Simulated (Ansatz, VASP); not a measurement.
## WSe2 in two plane-wave programs

Wanted: the spread between two codes on one cell, functional and k mesh. The cell is taken from a series of VASP runs on this material, whose earlier steps may have relaxed, scaled or displaced it; both programs get it as it stands.

Calculated with Ansatz 0.2.0; plane waves, with VASP 6.6.1 beside it; zone-centre phonons at PBEsol.

### 1. The starting structure

Symmetry: P6_3/mmc, No. 194, hexagonal system. The conventional cell has a = 3.268 Å, b = 3.268 Å, c = 13.211 Å, α = 90.00°, β = 90.00°, γ = 120.00°. Nearest to W lie 6 Se at 2.52 Å. Se has 3 W at 2.52 Å nearest. Farther neighbours and most contacts between anions are not listed.

### 2. Ansatz: zone-centre phonons, PBEsol

Ansatz runs on its default PAW (the set named soft_2) files.

Second derivatives magnify differences that forces hide, and they need a tight electronic threshold.

File input.yaml:

```yaml
crystal:
  lattice:
    - [3.2682889265, 0.0, 0.0]
    - [-1.6341444632, 2.8304212373, 0.0]
    - [0.0, 0.0, 13.2109405498]
  atoms:
    - { symbol: W, position: [0.6666666667, 0.3333333333, 0.75] }
    - { symbol: W, position: [0.3333333333, 0.6666666667, 0.25] }
    - { symbol: Se, position: [0.6666666667, 0.3333333333, 0.3767501168] }
    - { symbol: Se, position: [0.3333333333, 0.6666666667, 0.8767501168] }
    - { symbol: Se, position: [0.6666666667, 0.3333333333, 0.1232498832] }
    - { symbol: Se, position: [0.3333333333, 0.6666666667, 0.6232498832] }
hamiltonian:
  xc: pbesol
  pseudopotentials: { kind: paw }
kpoints:
  mp_grid: { grid: [8, 8, 2] }
scf:
  occupations: { method: fixed }
phonons:
  method: dfpt
  qpoints: [[0, 0, 0]]
  dielectric: true
  rigid_motions: translations
```

The run is started by

```bash
> ansatz run input.yaml --threads 4 --pin off --max-ram 9216MiB --backend cpu --events-out ev --progress --plain --runs-dir out
```

Numbers of over 12 decimals in the logs are rounded to 6 here.

Log:

```text
Engine: ansatz 0.2.0, aarch64-unknown-linux-gnu
Pseudopotentials: kind: paw
Pseudopotential: W, paw, valence charge 14, recommended cutoff 420 eV (normal), W.paw.azcp
Pseudopotential: Se, paw, valence charge 16, recommended cutoff 420 eV (normal), Se.paw.azcp
Functional definition: PBEsol
  exchange = pbesol_x
  correlation = pbesol_c
Crystal: 6 atoms, lattice volume = 122.210 Å³
Basis set: ecut = 420 eV, 2457 PW (Γ), exchange–correlation on 48×48×180 points (8 copies of the dense FFT grid, shifted against one another)
Bands: 56, of which v1, the nominal top of the filled ones, is band 46 counted from 1 (45 counted from 0)
Symmetry: 24 space group operations
k-points: 42 of 128 (irreducible under 2 space group operations, time reversal used)
Non-local potential: W, projectors of the file, l = 0: 3, l = 1: 2, l = 2: 2, l = 3: 1
Non-local potential: Se, projectors of the file, l = 0: 2, l = 1: 2, l = 2: 3, l = 3: 1
PAW form: soft (Blöchl's): semilocal exchange-correlation on the pseudo side does not see the compensation charge
PAW frozen core: W, regenerated for the run's functional, and the local potential with it (the file was generated under x = pbe(κ = 0.804, μ = 0.219515), c = pbe(β = 0.066725))
PAW frozen core: Se, regenerated for the run's functional, and the local potential with it (the file was generated under x = pbe(κ = 0.804, μ = 0.219515), c = pbe(β = 0.066725))
PAW one-centre angular grid: W, 590 points (default); XC on 64 Gauss nodes
PAW one-centre angular grid: Se, 590 points (default); XC on 64 Gauss nodes
Initial density: superposition of atomic densities (neutral atoms: chi_scale 0, normalization atom), corrected by the library's trained network
Initial wavefunctions: pseudopotential atomic-orbital guess
Functional: x = pbesol(κ = 0.804, μ = 0.123457), c = pbesol(β = 0.046)
SCF iter   1: F=—  HF=-42213.528395 eV  |F-HF|=—  |Δ(HF+E_count)|=         —  Δρ=4.96e-3  dr2=2.15e-2  ethr=1.77e-3  ⟨swp⟩=4.9  Hψ=7430  notcnv=0  defer=299
preconditioner: auto → Resta (q_TF=auto, 2.602 Å⁻¹)  ε∞=6.0  [insulator: Δε(μ)=1.149 eV  Ē_g=9.030 eV  n_scr=40 (ndim 8)  ℏωp=20.2 eV  f_vac=0.060  ε∞_Penn≈6.0]
SCF iter   2: F=—  HF=-42213.530941 eV  |F-HF|=—  |Δ(HF+E_count)|=   2.55e-3  Δρ=2.71e-3  dr2=3.18e-3  ethr=2.34e-5  ⟨swp⟩=2.6  Hψ=4125  notcnv=0  defer=332
SCF iter   3: F=—  HF=-42213.532602 eV  |F-HF|=—  |Δ(HF+E_count)|=   1.66e-3  Δρ=1.42e-3  dr2=8.97e-4  ethr=3.46e-6  ⟨swp⟩=2.1  Hψ=2621  notcnv=0  defer=334
SCF iter   4: F=—  HF=-42213.533356 eV  |F-HF|=—  |Δ(HF+E_count)|=   7.53e-4  Δρ=1.06e-4  dr2=2.72e-5  ethr=9.75e-7  ⟨swp⟩=2.0  Hψ=3069  notcnv=0  defer=334
SCF iter   5: F=—  HF=-42213.533363 eV  |F-HF|=—  |Δ(HF+E_count)|=   7.04e-6  Δρ=3.89e-5  dr2=2.98e-6  ethr=2.95e-8  ⟨swp⟩=2.0  Hψ=2908  notcnv=0  defer=119
SCF iter   6: F=—  HF=-42213.533358 eV  |F-HF|=—  |Δ(HF+E_count)|=   4.98e-6  Δρ=1.40e-5  dr2=3.38e-7  ethr=3.24e-9  ⟨swp⟩=2.0  Hψ=4087  notcnv=0  defer=113
SCF iter   7: F=—  HF=-42213.533358 eV  |F-HF|=—  |Δ(HF+E_count)|=   3.73e-7  Δρ=3.67e-6  dr2=2.20e-8  ethr=3.68e-10  ⟨swp⟩=2.0  Hψ=4087  notcnv=0  defer=113
SCF iter   8: F=—  HF=-42213.533358 eV  |F-HF|=—  |Δ(HF+E_count)|=   3.19e-9  Δρ=1.22e-6  dr2=1.90e-9  ethr=2.39e-11  ⟨swp⟩=2.0  Hψ=4087  notcnv=0  defer=113
SCF iter   9: F=-42213.533358 eV  HF=-42213.533358 eV  |F-HF|=2.91e-11  |Δ(HF+E_count)|=   1.56e-9  Δρ=2.11e-7  dr2=4.57e-11  ethr=1.00e-12  ⟨swp⟩=11.4  Hψ=14257  notcnv=0
SCF 1 converged in 9 iterations: F = -42213.533358 eV  dr2 = 4.57e-11
  greatest PAW one-centre occupation: 1.000 electrons in one spin orbital (limit 2), on the Se atom at site 4 (counted from 0), in its partial waves of l = 2
NSCF: frozen V_eff on 2 k-points
DFPT response loops at Γ: preconditioner auto → Resta (q_TF=auto, 2.602 Å⁻¹)  ε∞=7.2 (no band partly filled); β = 1.00, the filter's whole step (`scf.mixing.beta` (0.50) is not read by the response loops at its default; to damp them type it under 1.00, their step now; it binds the ground state too); Broyden in place of MSR1
── the response to a field inside a basis, on 8×8×2 k-points: an SCF that follows is theirs, and a resumed run solves both again ──
Bands: 47, of which v1, the nominal top of the filled ones, is band 46 counted from 1 (45 counted from 0)
k-points: 20 of 128 (irreducible under 8 space group operations)
Initial density: handed on by an earlier stage of this run
Initial wavefunctions: pseudopotential atomic-orbital guess (no wavefunctions were taken with the density)
Eigensolver: Dense (20 Hₖ)
SCF iter   1: F=—  HF=-42213.279005 eV  |F-HF|=—  |Δ(HF+E_count)|=         —  Δρ=5.07e-4  dr2=1.14e-4  ethr=1.00e-1
preconditioner: auto → Resta (q_TF=auto, 2.602 Å⁻¹)  ε∞=8.7  [insulator: Δε(μ)=1.266 eV  Ē_g=7.286 eV  n_scr=40 (ndim 8)  ℏωp=20.2 eV  f_vac=0.058  ε∞_Penn≈8.7]
SCF iter   2: F=—  HF=-42213.279058 eV  |F-HF|=—  |Δ(HF+E_count)|=   5.29e-5  Δρ=2.92e-4  dr2=4.32e-5  ethr=1.24e-7
SCF iter   3: F=—  HF=-42213.279084 eV  |F-HF|=—  |Δ(HF+E_count)|=   2.59e-5  Δρ=3.59e-5  dr2=2.18e-6  ethr=4.69e-8
SCF iter   4: F=—  HF=-42213.279084 eV  |F-HF|=—  |Δ(HF+E_count)|=   1.95e-7  Δρ=1.63e-5  dr2=6.11e-7  ethr=2.37e-9
SCF iter   5: F=—  HF=-42213.279084 eV  |F-HF|=—  |Δ(HF+E_count)|=   1.52e-7  Δρ=5.99e-6  dr2=1.14e-7  ethr=6.64e-10
SCF iter   6: F=-42213.279084 eV  HF=-42213.279084 eV  |F-HF|=5.40e-9  |Δ(HF+E_count)|=   2.50e-8  Δρ=1.68e-6  dr2=1.14e-8  ethr=1.24e-10
SCF 1 converged in 6 iterations: F = -42213.279084 eV  dr2 = 1.14e-8
  greatest PAW one-centre occupation: 1.000 electrons in one spin orbital (limit 2), on the Se atom at site 3 (counted from 0), in its partial waves of l = 2
DFPT response loops at Γ: preconditioner auto → Resta (q_TF=auto, 2.602 Å⁻¹)  ε∞=6.9 (no band partly filled); β = 1.00, the filter's whole step (`scf.mixing.beta` (0.50) is not read by the response loops at its default; to damp them type it under 1.00, their step now; it binds the ground state too); Broyden in place of MSR1
WARN: field response: ε∞ stands inside a basis, on 8×8×2 points; the force constants stand on the 8×8×2 k-mesh, whose period is 12.43 times the interband length at k = (0.2500, 0.3750, 0.0000), direct gap 1.965 eV, under 14: take them and everything formed from them as unconverged, and compare with a denser kpoints.mp_grid
SCF converged after 9 iterations
Free energy (F): -42213.533358 eV
Harris-Foulkes:  -42213.533358 eV  (|F-HF|=2.91e-11)
Internal energy: -42213.533358 eV  (E = F + TS)
E sigma→0 (E₀):  -42213.533358 eV
Fermi energy:    12.619432 eV
--- Per-component energies (eV) ---
  E_band       = -1706.315040
  E_kinetic    = 1380.411026
  E_local      = -11729.384248  (includes V_loc(G=0)·N_el)
  E_nonlocal   = -2362.011752
  E_hartree    = 5631.517554
  E_xc         = -946.406771
  E_vxc        = -873.148816  (∫ρ·V_xc dr)
  E_paw        = -24344.669794  (= ΣΔE_a)
  E_vpaw       = 614.786277  (= ΣTr[D̂ρ^β])
  E_aug_tail   = -0.002562  (compensation charges beyond the density's cutoff)
  E_ewald      = -9847.464197
  E_core_change = 4.477386  (= ΣΔE_core)
  E_smearing   = -0.000000  (= −TS)
  E_closure    = -0.000000  (closes the sum)
  Σ components = -42213.533358   (vs F -42213.533358, Δ=0.00e0)
--- Band table (eV; the first three rows and the last of 42) ---
  k-point 0: bands = [... 42 lower, 11.2478, 11.4364, 11.5257, 12.6194, 15.4312, 15.4312, 15.4714, 15.4714, ... 6 higher]
  k-point 1: bands = [... 42 lower, 11.2275, 11.2275, 12.3786, 12.3786, 15.4392, 15.4392, 15.4392, 15.4392, ... 6 higher]
  k-point 2: bands = [... 42 lower, 11.0583, 11.5733, 11.7386, 12.2795, 14.7185, 15.0230, 15.1474, 15.1968, ... 6 higher]
  k-point 41: bands = [... 42 lower, 10.4090, 10.4090, 11.8760, 11.8760, 14.4200, 14.4200, 15.2080, 15.2080, ... 6 higher]
--- Phonons (Γ-DFPT): 4 representative perturbations + reference, on 42 of 128 k-points (Σ response iterations 13) ---
  k mesh reduced under 2 symmetry operations, with k and −k counted as one. Each operation leaves every solved perturbation unchanged. A smaller set is not considered because the run solves the response to a homogeneous field
  ASR residual: 6.493e-5 → 0.000e0 eV/Å²; symmetrization residual: 3.574e-5 eV/Å²
  ASR residual per site (eV/Å²): 6.49e-5 6.49e-5 3.14e-5 3.14e-5 3.14e-5 3.14e-5
  Γ frequencies (cm⁻¹): 0.00 0.00 0.00 19.50 19.50 27.16 172.91 172.91 173.96 173.96 245.83 245.83 245.89 245.89 247.10 248.14 305.53 306.96
  ε∞ (high-frequency dielectric tensor):
       14.907629     0.000000     0.000000
        0.000000    14.907629     0.000000
        0.000000     0.000000     6.980109
  ε⁰ (static dielectric tensor: ions relaxed, cell fixed):
       15.182497     0.000000     0.000000
        0.000000    15.182497     0.000000
        0.000000     0.000000     7.038894
  ε⁰ − ε∞ (ionic part):
        0.274868     0.000000     0.000000
        0.000000     0.274868     0.000000
        0.000000     0.000000     0.058785
  softest optical mode at Γ: 19.50 cm⁻¹; the repairs (sum rule, projections) moved no ω² at Γ by more than (1.52 cm⁻¹)²
  Born effective charges Z* (e; rows j = field, columns β = displacement):
    site 0:
        -1.32411   -0.00000    0.00000
        -0.00000   -1.32411    0.00000
        -0.00000    0.00000   -0.76086
    site 1:
        -1.32411   -0.00000    0.00000
        -0.00000   -1.32411    0.00000
        -0.00000    0.00000   -0.76086
    site 2:
         0.66206    0.00000   -0.00000
         0.00000    0.66206   -0.00000
        -0.00000   -0.00000    0.38043
    site 3:
         0.66206    0.00000    0.00000
         0.00000    0.66206    0.00000
         0.00000    0.00000    0.38043
    site 4:
         0.66206    0.00000    0.00000
         0.00000    0.66206    0.00000
         0.00000    0.00000    0.38043
    site 5:
[...]
Z* charge neutrality: 3.243e-2 e pre-enforcement
  solved inside a basis spanned on kpoints, on 8×8×2 k-points, its susceptibility summed on 14×14×4: ε∞ is read to err by 9.8e-2, Z* by 2.9e-2 e (field_mesh: kpoints solves on kpoints); Z* is corrected for what the basis lacks
  optical modes at Γ without the LO–TO term, one row a degenerate level:
      ω (cm⁻¹)  modes    IR ((D/Å)²/amu)
[...]
optical modes at Γ + LO–TO along q̂ = [1.0000, 0.0000, 0.0000]:
      ω (cm⁻¹)  modes    IR ((D/Å)²/amu)
[...]
optical modes at Γ + LO–TO along q̂ = [0.0000, 1.0000, 0.0000]:
      ω (cm⁻¹)  modes    IR ((D/Å)²/amu)
[...]
optical modes at Γ + LO–TO along q̂ = [0.0000, 0.0000, 1.0000]:
      ω (cm⁻¹)  modes    IR ((D/Å)²/amu)
[...]
172.91      2             0.0000
        173.96      2             0.0000
        245.83      2             0.0000
        245.89      2             1.9045
        247.10      1             0.0000
        248.14      1             0.0000
        306.81      1             0.3144
        306.96      1             0.0000
--- Phonons (arbitrary-q DFPT): 1 explicit q-point ---
  q = [0, 0, 0] (of the zone-centre solve; hermiticity 1.62e-6, symmetrization 6.83e-7): -0.00 -0.00 0.00 19.50 19.50 27.16 172.91 172.91 173.96 173.96 245.83 245.83 245.89 245.89 247.10 248.14 305.53 306.96
  sum rule: each row above includes the acoustic sum rule's correction from the zone centre's row sums; it moved no ω² by more than (0.33 cm⁻¹)²
```

Elapsed: 85 s, on 4 threads of Arm Neoverse V2, shared host; peak memory 1.5 GiB; 5.4 min of CPU time.

[end of part 1 of 3]

[Lines on the potential files, build, host, timing and source positions are cut from VASP's logs without a mark.]

[Logs are printed without paths, hosts, clocks, repeated set-up lines and the standing remarks that a program may print on its own settings, such as how far it seeks lower states.]

[Hosts, paths, dates, database ids (printed as entryN), source tags and the programs' standing remarks are cut or masked in the printed files.]
